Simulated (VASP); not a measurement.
InGaAs2 (space group P-4m2): the band gap from VASP (plane waves, PAW) at several levels of theory. Gaps are without spin-orbit coupling. Each level names its cell: its own relaxed one, PBE's, or the starting one. A gap is the smallest over the k-mesh and a band path; hybrids may have named points in place of the path, and GW has the mesh alone.

```
level              band gap (eV)
-----------------  -------------
PBEsol (own cell)   0 (metallic)
r2SCAN (own cell)           0.31
HSE06 (PBE cell)            0.39
```

The cell of the PBEsol (own cell) run:

GaInAs2 is modelled in the tetragonal space group P-4m2 (No. 115), Pearson symbol tP4. Cell: a = b = 4.148 Å, c = 5.895 Å, α = β = γ = 90.00°. In on 1d is surrounded by 4 As at 2.614 Å (tetrahedral). Ga on 1b has 4 As at 2.478 Å (tetrahedral). As on 2g is surrounded by 2 Ga at 2.478 Å and 2 In at 2.614 Å (tetrahedral). (Neighbours: up to the widest gap in distance over summed covalent radii, below 1.35, at either atom; cation-cation and far metal-metal contacts left out.)

Only levels that ran to the end are used. Left out are those held back, those with too coarse a band path, GW runs whose mesh misses a band edge, hybrids' fits of cells that aren't cubic and levels without matching references; a question may draw on a part of the rest.

The structure comes from a computed database's InGaAs2 entry (P-4m2); how it stands against other phases isn't given here.
